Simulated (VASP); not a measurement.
Calculation: LDA (Ceperley-Alder, Perdew-Zunger), VASP's LDA PAW potentials (set 64) (plane waves; VASP 6.6.1).

VASP input:

### POSCAR
```
HfO2
1
    0.0000000000     2.4635670262     2.4635670262
    2.4635670262     0.0000000000     2.4635670262
    2.4635670262     2.4635670262     0.0000000000
Hf O
1 2
Direct
  0.0000000000   0.0000000000   0.0000000000
  0.2500000000   0.2500000000   0.2500000000
  0.7500000000   0.7500000000   0.7500000000
```

### INCAR
```
SYSTEM = HfO2
PREC = Accurate
ENCUT = 620
EDIFF = 1E-6
NELM = 100
ALGO = Normal
LREAL = .FALSE.
LASPH = .TRUE.
ISMEAR = 0
SIGMA = 0.05
LMAXMIX = 6
LWAVE = .FALSE.
LCHARG = .FALSE.
IBRION = 2
ISIF = 3
NSW = 40
EDIFFG = -0.02
PSTRESS = 200
```

### KPOINTS
```
Regular mesh
0
gamma
  8 8 8
0 0 0
```

POTCAR, in this order: Hf_pv O (LDA.64 set). Program: vasp_std.

The run wrote:

File OSZICAR:
```
       N       E                     dE             d eps       ncg     rms          rms(c)
DAV:   1     0.108941187686E+03    0.10894E+03   -0.14536E+04   870   0.169E+03
DAV:   2    -0.349609664411E+02   -0.14390E+03   -0.14012E+03  1137   0.347E+02
DAV:   3    -0.385758719615E+02   -0.36149E+01   -0.36122E+01  1066   0.548E+01
DAV:   4    -0.385941472733E+02   -0.18275E-01   -0.18273E-01  1143   0.421E+00
DAV:   5    -0.385942818016E+02   -0.13453E-03   -0.13453E-03  1059   0.324E-01    0.599E+01
DAV:   6    -0.332394661081E+02    0.53548E+01   -0.27857E+01   933   0.390E+01    0.505E+01
DAV:   7    -0.330995547925E+02    0.13991E+00   -0.70960E-01  1024   0.822E+00    0.310E+01
DAV:   8    -0.330533513636E+02    0.46203E-01   -0.13315E-01  1094   0.391E+00    0.507E+00
DAV:   9    -0.330466499921E+02    0.67014E-02   -0.24152E-02  1038   0.144E+00    0.177E+00
DAV:  10    -0.330463215571E+02    0.32843E-03   -0.24902E-03  1150   0.407E-01    0.140E-01
DAV:  11    -0.330463143972E+02    0.71599E-05   -0.15521E-04   968   0.107E-01    0.995E-02
DAV:  12    -0.330463137830E+02    0.61425E-06   -0.51668E-06  1122   0.206E-02
   1 F= -.29313446E+02 E0= -.29313446E+02  d E =-.293134E+02
       N       E                     dE             d eps       ncg     rms          rms(c)
DAV:   1    -0.334795224721E+02   -0.43321E+00   -0.22516E+01   982   0.481E+01    0.178E+01
DAV:   2    -0.327402899792E+02    0.73923E+00   -0.29401E+00   933   0.138E+01    0.656E+00
DAV:   3    -0.326251738824E+02    0.11512E+00   -0.14760E-01  1010   0.396E+00    0.387E+00
DAV:   4    -0.326058043822E+02    0.19370E-01   -0.64335E-02  1080   0.233E+00    0.256E+00
DAV:   5    -0.326062022265E+02   -0.39784E-03   -0.96858E-03  1052   0.727E-01    0.175E+00
DAV:   6    -0.326053520105E+02    0.85022E-03   -0.33659E-03   961   0.414E-01    0.111E-01
DAV:   7    -0.326053568503E+02   -0.48398E-05   -0.96631E-05  1136   0.908E-02    0.180E-02
DAV:   8    -0.326053552066E+02    0.16438E-05   -0.12984E-05  1017   0.292E-02    0.115E-02
DAV:   9    -0.326053551083E+02    0.98241E-07   -0.65579E-07   519   0.824E-03
   2 F= -.29199684E+02 E0= -.29199684E+02  d E =0.113762E+00
       N       E                     dE             d eps       ncg     rms          rms(c)
DAV:   1    -0.333865201738E+02   -0.78116E+00   -0.10580E+01   989   0.324E+01    0.128E+01
DAV:   2    -0.330375182828E+02    0.34900E+00   -0.15030E+00   933   0.981E+00    0.458E+00
DAV:   3    -0.329811045170E+02    0.56414E-01   -0.79623E-02  1052   0.267E+00    0.282E+00
DAV:   4    -0.329707706908E+02    0.10334E-01   -0.38181E-02  1080   0.173E+00    0.177E+00
DAV:   5    -0.329706571062E+02    0.11358E-03   -0.25328E-03  1052   0.395E-01    0.690E-01
DAV:   6    -0.329705640631E+02    0.93043E-04   -0.17961E-04  1017   0.109E-01    0.858E-02
DAV:   7    -0.329705617225E+02    0.23406E-05   -0.14708E-05  1171   0.341E-02    0.226E-02
DAV:   8    -0.329705617115E+02    0.11050E-07   -0.50227E-07   470   0.628E-03
   3 F= -.29340434E+02 E0= -.29340434E+02  d E =-.269880E-01
```

### OUTCAR
```
------------------------ aborting loop because EDIFF is reached ----------------------------------------
  FORCE on cell =-STRESS in cart. coord.  units (eV):
  Direction    XX          YY          ZZ          XY          YZ          ZX
  --------------------------------------------------------------------------------------
  Total        3.5855658      3.5855658      3.5855658     -0.0000000      0.0000000     -0.0000000
  in kB      197.5449078    197.5449078    197.5449078     -0.0000000      0.0000000     -0.0000000
  external PRESSURE =      -2.4550922 kB  Pullay stress =     200.0000000 kB
  volume of cell :       29.08
      direct lattice vectors                 reciprocal lattice vectors
    -0.000000000  2.440754771  2.440754771    -0.204854665  0.204854665  0.204854665
     2.440754771 -0.000000000  2.440754771     0.204854665 -0.204854665  0.204854665
     2.440754771  2.440754771  0.000000000     0.204854665  0.204854665 -0.204854665
 POSITION                                       TOTAL-FORCE (eV/Angst)
 -----------------------------------------------------------------------------------
      0.00000      0.00000      0.00000         0.000000      0.000000      0.000000
      1.22038      1.22038      1.22038        -0.000000     -0.000000      0.000000
      3.66113      3.66113      3.66113         0.000000      0.000000     -0.000000
 -----------------------------------------------------------------------------------
    total drift:                                0.000000      0.000000      0.000000
  FREE ENERGIE OF THE ION-ELECTRON SYSTEM (eV)
  ---------------------------------------------------
  free  energy   TOTEN  =       -32.9705617115 eV

  energy  without entropy=      -32.9705617115  energy(sigma->0) =      -32.97056171
  enthalpy is  TOTEN    =       -29.3404344546 eV   P V=        3.6301272569

 reached required accuracy - stopping structural energy minimisation
```
(Selected blocks of OUTCAR.)

### CONTCAR
```
HfO2
   1.00000000000000
    -0.0000000000000000    2.4407547713105391    2.4407547713105391
     2.4407547713105391   -0.0000000000000000    2.4407547713105391
     2.4407547713105391    2.4407547713105391    0.0000000000000000
  Hf              O
     1     2
Direct
     0.0000000000000000    0.0000000000000000    0.0000000000000000
     0.2500000000000000    0.2500000000000000    0.2500000000000000
     0.7500000000000000    0.7500000000000000    0.7500000000000000
```

Energy and stress use the plane-wave basis of the starting cell.

The compound is HfO2 in the fluorite structure, the high-temperature cubic form, which is unstable at 0 K; the monoclinic form is the stable one. This run relaxes it under an external pressure of 20 GPa. Symmetry was kept, so distortions that lower it aren't found.
